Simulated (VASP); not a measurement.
Level of theory: r2SCAN meta-GGA, VASP's PBE PAW potentials (set 64) (plane waves; VASP).

The input files of a VASP run:

### KPOINTS
```
Automatic mesh
0
G
14 14 14
0 0 0
```

### INCAR
```
ALGO  =  Normal
EDIFF  =  1E-8
EDIFFG  =  -0.001
ENCUT  =  400
IBRION  =  1
ISIF  =  2
ISMEAR  =  1
LASPH  =  .True.
LCHARG  =  .False.
LMAXMIX  =  4
LMIXTAU  =  .True.
LREAL  =  .False.
LWAVE  =  .False.
METAGGA  =  R2SCAN
NELM  =  100
NSW  =  30
PREC  =  Accurate
SIGMA  =  0.1
SYSTEM  =  Nb
```

File POSCAR:
```
Nb
1.0
 -1.6508986091   1.6508986091   1.6508986091
  1.6508986091  -1.6508986091   1.6508986091
  1.6508986091   1.6508986091  -1.6508986091
Nb
1
Cartesian
  0.0000000000   0.0000000000   0.0000000000
```

POTCAR, in this order: Nb_sv (PBE.64 set). Program: vasp_std.

The resulting files:

### OSZICAR
```
       N       E                     dE             d eps       ncg     rms          rms(c)
DAV:   1     0.758502968697E+02    0.75850E+02   -0.67155E+03  2128   0.109E+03
DAV:   2    -0.268656285902E+02   -0.10272E+03   -0.10024E+03  2318   0.391E+02
DAV:   3    -0.313829516950E+02   -0.45173E+01   -0.43375E+01  3206   0.661E+01
DAV:   4    -0.315794524637E+02   -0.19650E+00   -0.19536E+00  2820   0.127E+01
DAV:   5    -0.315877314931E+02   -0.82790E-02   -0.82722E-02  3364   0.195E+00    0.107E+01
DAV:   6    -0.240406601369E+02    0.75471E+01   -0.45227E+00  3038   0.297E+01    0.123E+00
DAV:   7    -0.250659519297E+02   -0.10253E+01   -0.33823E-01  2562   0.635E+00    0.121E+00
DAV:   8    -0.244807234816E+02    0.58523E+00   -0.57508E-01  3128   0.948E+00    0.130E+00
DAV:   9    -0.248323179777E+02   -0.35159E+00   -0.34952E-01  2268   0.586E+00    0.599E-01
DAV:  10    -0.248395836535E+02   -0.72657E-02   -0.11852E-02  2848   0.116E+00    0.147E-01
DAV:  11    -0.248382922368E+02    0.12914E-02   -0.61463E-03  2138   0.119E+00    0.108E-01
DAV:  12    -0.248408095012E+02   -0.25173E-02   -0.28648E-03  2134   0.747E-01    0.844E-02
DAV:  13    -0.248410253448E+02   -0.21584E-03   -0.30563E-04  3060   0.217E-01    0.324E-02
DAV:  14    -0.248410392476E+02   -0.13903E-04   -0.61315E-05  2756   0.911E-02    0.276E-02
DAV:  15    -0.248409488915E+02    0.90356E-04   -0.39108E-05  2540   0.841E-02    0.182E-02
DAV:  16    -0.248409938434E+02   -0.44952E-04   -0.16275E-05  3328   0.479E-02    0.459E-03
DAV:  17    -0.248409890097E+02    0.48337E-05   -0.83588E-07  3134   0.140E-02    0.123E-03
DAV:  18    -0.248409991799E+02   -0.10170E-04   -0.13733E-07  2168   0.556E-03    0.150E-03
DAV:  19    -0.248409946942E+02    0.44856E-05   -0.95173E-08  2258   0.431E-03    0.649E-04
DAV:  20    -0.248409968546E+02   -0.21604E-05   -0.39391E-08  2716   0.247E-03    0.165E-04
DAV:  21    -0.248409968555E+02   -0.85947E-09   -0.52639E-10  1124   0.285E-04
   1 F= -.24840997E+02 E0= -.24840697E+02  d E =-.248410E+02
```

File OUTCAR:
```
------------------------ aborting loop because EDIFF is reached ----------------------------------------
  FORCE on cell =-STRESS in cart. coord.  units (eV):
  Direction    XX          YY          ZZ          XY          YZ          ZX
  --------------------------------------------------------------------------------------
  Total        0.0016152      0.0016152      0.0016152      0.0000000      0.0000000      0.0000000
  in kB        0.1437815      0.1437815      0.1437815      0.0000000      0.0000000      0.0000000
  external PRESSURE =       0.1437815 kB  Pullay stress =       0.0000000 kB
  volume of cell :       18.00
      direct lattice vectors                 reciprocal lattice vectors
    -1.650898609  1.650898609  1.650898609     0.000000000  0.302865359  0.302865359
     1.650898609 -1.650898609  1.650898609     0.302865359  0.000000000  0.302865359
     1.650898609  1.650898609 -1.650898609     0.302865359  0.302865359  0.000000000
 POSITION                                       TOTAL-FORCE (eV/Angst)
 -----------------------------------------------------------------------------------
      0.00000      0.00000      0.00000        -0.000000      0.000000      0.000000
 -----------------------------------------------------------------------------------
    total drift:                                0.000000     -0.000000      0.000000
  FREE ENERGIE OF THE ION-ELECTRON SYSTEM (eV)
  ---------------------------------------------------
  free  energy   TOTEN  =       -24.8409968555 eV

  energy  without entropy=      -24.8400958303  energy(sigma->0) =      -24.84069651

 reached required accuracy - stopping structural energy minimisation
```
(Selected blocks of OUTCAR.)

The compound is Nb in the bcc structure. It was relaxed first. The start is the result of an earlier pass.
